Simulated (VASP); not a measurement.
All values below come from PBEsol GGA, VASP's PBE PAW potentials (set 64) (plane waves; VASP 6.6.1).

Input for VASP

KPOINTS:
```
Automatic mesh
0
Gamma
6 6 6
0 0 0
```

### INCAR
```
ALGO = Normal
EDIFF = 1E-04
EDIFFG = -0.01
ENCUT = 240
GGA = PS
IBRION = 2
ISIF = 3
ISMEAR = -1
LASPH = .True.
LCHARG = .False.
LMAXMIX = 4
LREAL = .False.
LWAVE = .False.
NELM = 100
NSW = 50
PREC = Accurate
SIGMA = 0.05
SYSTEM = Nb3Sn
```

POSCAR:
```
Nb3Sn
1
    5.4193370000     0.0000000000     0.0000000000
    0.0000000000     5.4193370000     0.0000000000
    0.0000000000     0.0000000000     5.4193370000
Nb Sn
6 2
Direct
  0.2500000000   0.0000000000   0.5000000000
  0.7500000000   0.0000000000   0.5000000000
  0.5000000000   0.7500000000   0.0000000000
  0.5000000000   0.2500000000   0.0000000000
  0.0000000000   0.5000000000   0.7500000000
  0.0000000000   0.5000000000   0.2500000000
  0.0000000000   0.0000000000   0.0000000000
  0.5000000000   0.5000000000   0.5000000000
```

POTCAR, in this order: Nb_sv Sn_d (PBE.64 set). Program: vasp_std.

What VASP printed:

**OSZICAR**
```
       N       E                     dE             d eps       ncg     rms          rms(c)
DAV:   1     0.107792089639E+04    0.10779E+04   -0.35946E+04  2693   0.132E+03
DAV:   2     0.742838013231E+02   -0.10036E+04   -0.98416E+03  2581   0.511E+02
DAV:   3    -0.645594166602E+02   -0.13884E+03   -0.13305E+03  3474   0.160E+02
DAV:   4    -0.788140077688E+02   -0.14255E+02   -0.13957E+02  4000   0.449E+01
DAV:   5    -0.795554481036E+02   -0.74144E+00   -0.73579E+00  4336   0.972E+00    0.229E+01
DAV:   6    -0.757221140417E+02    0.38333E+01   -0.10093E+01  3280   0.137E+01    0.781E+00
DAV:   7    -0.753273862372E+02    0.39473E+00   -0.23461E+00  3784   0.658E+00    0.233E+00
DAV:   8    -0.753066261289E+02    0.20760E-01   -0.18585E-01  3378   0.194E+00    0.841E-01
DAV:   9    -0.753052534079E+02    0.13727E-02   -0.28801E-02  3464   0.748E-01    0.314E-01
DAV:  10    -0.753050049601E+02    0.24845E-03   -0.56017E-03  3842   0.356E-01    0.389E-02
DAV:  11    -0.753049817125E+02    0.23248E-04   -0.31194E-04  2512   0.759E-02
   1 F= -.75304982E+02 E0= -.75250035E+02  d E =-.753050E+02
       N       E                     dE             d eps       ncg     rms          rms(c)
DAV:   1    -0.311194213669E+03   -0.23589E+03   -0.69145E+03  2735   0.555E+02    0.170E+02
DAV:   2    -0.905203352735E+02    0.22067E+03   -0.56236E+02  2833   0.277E+02    0.584E+01
DAV:   3    -0.569804125870E+02    0.33540E+02   -0.27826E+02  3374   0.105E+02    0.616E+01
DAV:   4    -0.584324976189E+02   -0.14521E+01   -0.20037E+01  4410   0.259E+01    0.456E+01
DAV:   5    -0.605191613282E+02   -0.20867E+01   -0.10619E+01  4419   0.243E+01    0.112E+01
DAV:   6    -0.611753885573E+02   -0.65623E+00   -0.61560E+00  4576   0.790E+00    0.519E+00
DAV:   7    -0.610581583707E+02    0.11723E+00   -0.71761E-01  3732   0.812E+00    0.330E+00
DAV:   8    -0.611514629892E+02   -0.93305E-01   -0.13044E-01  4424   0.243E+00    0.140E+00
DAV:   9    -0.611485012388E+02    0.29618E-02   -0.49613E-02  4168   0.131E+00    0.459E-01
DAV:  10    -0.611496797268E+02   -0.11785E-02   -0.36738E-03  3513   0.356E-01    0.282E-01
DAV:  11    -0.611495673421E+02    0.11238E-03   -0.10815E-03  3120   0.251E-01    0.157E-02
DAV:  12    -0.611495733267E+02   -0.59846E-05   -0.87375E-05  1682   0.631E-02
   2 F= -.61149573E+02 E0= -.61129111E+02  d E =0.141554E+02
       N       E                     dE             d eps       ncg     rms          rms(c)
DAV:   1    -0.170498796431E+03   -0.10935E+03   -0.42398E+03  2616   0.620E+02    0.562E+01
DAV:   2    -0.111178943664E+03    0.59320E+02   -0.48118E+02  3567   0.129E+02    0.502E+01
DAV:   3    -0.736817649665E+02    0.37497E+02   -0.14436E+02  3638   0.599E+01    0.646E+00
DAV:   4    -0.746531649872E+02   -0.97140E+00   -0.25026E+01  4065   0.162E+01    0.850E+00
DAV:   5    -0.762089096016E+02   -0.15557E+01   -0.35543E+00  3914   0.743E+00    0.852E+00
DAV:   6    -0.766961953832E+02   -0.48729E+00   -0.11660E+00  3591   0.419E+00    0.359E+00
DAV:   7    -0.767581757156E+02   -0.61980E-01   -0.21664E-01  3928   0.206E+00    0.795E-01
DAV:   8    -0.767553721156E+02    0.28036E-02   -0.10715E-02  4072   0.496E-01    0.177E-01
DAV:   9    -0.767552737624E+02    0.98353E-04   -0.20816E-03  3592   0.176E-01    0.101E-01
DAV:  10    -0.767553350218E+02   -0.61259E-04   -0.34044E-04  2472   0.617E-02
   3 F= -.76755335E+02 E0= -.76703662E+02  d E =-.145035E+01
       N       E                     dE             d eps       ncg     rms          rms(c)
DAV:   1    -0.768419076342E+02   -0.86634E-01   -0.25670E+00  2570   0.123E+01    0.174E+00
DAV:   2    -0.767871793871E+02    0.54728E-01   -0.24500E-01  2912   0.351E+00    0.921E-01
DAV:   3    -0.767689187912E+02    0.18261E-01   -0.13009E-01  3679   0.202E+00    0.585E-01
DAV:   4    -0.767685745935E+02    0.34420E-03   -0.14776E-02  3376   0.528E-01    0.248E-01
DAV:   5    -0.767692545165E+02   -0.67992E-03   -0.19317E-03  3648   0.186E-01    0.196E-01
DAV:   6    -0.767694919507E+02   -0.23743E-03   -0.38817E-04  2406   0.782E-02    0.869E-02
DAV:   7    -0.767695905250E+02   -0.98574E-04   -0.36868E-04  2348   0.556E-02
   4 F= -.76769591E+02 E0= -.76718237E+02  d E =-.146461E+01
       N       E                     dE             d eps       ncg     rms          rms(c)
DAV:   1    -0.767778581437E+02   -0.83662E-02   -0.26618E-01  2632   0.401E+00    0.553E-01
DAV:   2    -0.767723351243E+02    0.55230E-02   -0.25905E-02  3089   0.114E+00    0.302E-01
DAV:   3    -0.767703896136E+02    0.19455E-02   -0.13836E-02  3670   0.652E-01    0.188E-01
DAV:   4    -0.767703616041E+02    0.28010E-04   -0.15409E-03  3207   0.169E-01    0.783E-02
DAV:   5    -0.767704345415E+02   -0.72937E-04   -0.94094E-05  1591   0.665E-02
   5 F= -.76770435E+02 E0= -.76719164E+02  d E =-.146545E+01
```

### OUTCAR
```
------------------------ aborting loop because EDIFF is reached ----------------------------------------
  FORCE on cell =-STRESS in cart. coord.  units (eV):
  Direction    XX          YY          ZZ          XY          YZ          ZX
  --------------------------------------------------------------------------------------
  Total        0.0679916      0.0679916      0.0679916      0.0000000     -0.0000000      0.0000000
  in kB        0.7714521      0.7714521      0.7714521      0.0000000     -0.0000000      0.0000000
  external PRESSURE =       0.7714521 kB  Pullay stress =       0.0000000 kB
  volume of cell :      141.21
      direct lattice vectors                 reciprocal lattice vectors
     5.207375552  0.000000000  0.000000000     0.192035314  0.000000000  0.000000000
     0.000000000  5.207375552 -0.000000000     0.000000000  0.192035314 -0.000000000
     0.000000000  0.000000000  5.207375552     0.000000000  0.000000000  0.192035314
 POSITION                                       TOTAL-FORCE (eV/Angst)
 -----------------------------------------------------------------------------------
      1.30184      0.00000      2.60369         0.000000     -0.000000      0.000000
      3.90553      0.00000      2.60369        -0.000000      0.000000      0.000000
      2.60369      3.90553     -0.00000         0.000000     -0.000000      0.000000
      2.60369      1.30184     -0.00000        -0.000000     -0.000000     -0.000000
      0.00000      2.60369      3.90553         0.000000     -0.000000      0.000000
      0.00000      2.60369      1.30184        -0.000000     -0.000000      0.000000
      0.00000      0.00000     -0.00000        -0.000000     -0.000000      0.000000
      2.60369      2.60369      2.60369        -0.000000     -0.000000      0.000000
 -----------------------------------------------------------------------------------
    total drift:                                0.000000      0.000000      0.000000
  FREE ENERGIE OF THE ION-ELECTRON SYSTEM (eV)
  ---------------------------------------------------
  free  energy   TOTEN  =       -76.7704345415 eV

  energy  without entropy=      -76.6678933260  energy(sigma->0) =      -76.71916393

 reached required accuracy - stopping structural energy minimisation
```
(Selected blocks of OUTCAR.)

CONTCAR:
```
Nb3Sn
   1.00000000000000
     5.2073755521887826    0.0000000000000000    0.0000000000000000
     0.0000000000000000    5.2073755521887826   -0.0000000000000000
     0.0000000000000000    0.0000000000000000    5.2073755521887826
  Nb              Sn
     6     2
Direct
     0.2500000000000000    0.0000000000000000    0.5000000000000000
     0.7500000000000000    0.0000000000000000    0.5000000000000000
     0.5000000000000000    0.7500000000000000    0.0000000000000000
     0.5000000000000000    0.2500000000000000    0.0000000000000000
     0.0000000000000000    0.5000000000000000    0.7500000000000000
     0.0000000000000000    0.5000000000000000    0.2500000000000000
     0.0000000000000000    0.0000000000000000    0.0000000000000000
     0.5000000000000000    0.5000000000000000    0.5000000000000000
```

At this cut-off the stress carries a Pulay error, which pulls relaxed volumes low.  Energy and stress use the plane-wave basis of the starting cell.

The structure comes from a computed database's Nb3Sn entry; how it stands against other phases isn't given here. This run relaxes it. Symmetry was kept, so distortions that lower it aren't found. The run is one of a series of settings (EDIFF = 1E-04, EDIFFG = -0.01, ENCUT = 240, IBRION = 2, ISIF = 3, NSW = 50, KPOINTS 6×6×6 Γ-centred mesh against the base run), some of them coarse on purpose.
